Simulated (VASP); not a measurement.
Runs of VASP 6.6.1 on VW7Se16 (a cell with a defect). The cell holds a defect, 24 atoms: a = 6.580 Å, b = 6.580 Å, c = 12.970 Å, α = 90.00°, β = 90.00°, γ = 120.00°. 

```csv
task,spin,fixed moment (μB),cell,gap on the mesh (eV),pressure (GPa),moment (μB),largest force (eV/Å)
single point,"collinear, ferromagnetic start",1,as given,-,(a),1.00,0.56
relaxation of the atoms,"collinear, ferromagnetic start",-,atoms relaxed,none,-0.2,0.33,0.02
single point,"collinear, ferromagnetic start",-,as given,none,-1.3,0.33,0.56
single point,off,-,as given,none,-1.4,-,0.60
```

Alike in all rows: level PBEsol+U; potentials or basis VASP PAW PBE potentials, release 64 (V_sv, W_sv, Se); V d U = 3 eV; k mesh 3 × 3 × 1; cutoff (eV) 350; smearing gaussian 0.03 eV; the mesh is coarse, so values aren't converged.

**Question.** Fill in the values left out.

**Answer.** (a) -1.1.

Caveats: all runs use coarse meshes; the PAW data sets were made with another functional, which shifts forces and pressure a little; the total moment is fixed, so each spin has its own Fermi level (some runs); U without spin polarisation on a metal has little footing (some runs).

A k mesh can miss the band edges, and the runs leave out spin-orbit coupling on Se, W.

A gap of «none» marks a metal or a gap under the smearing width.
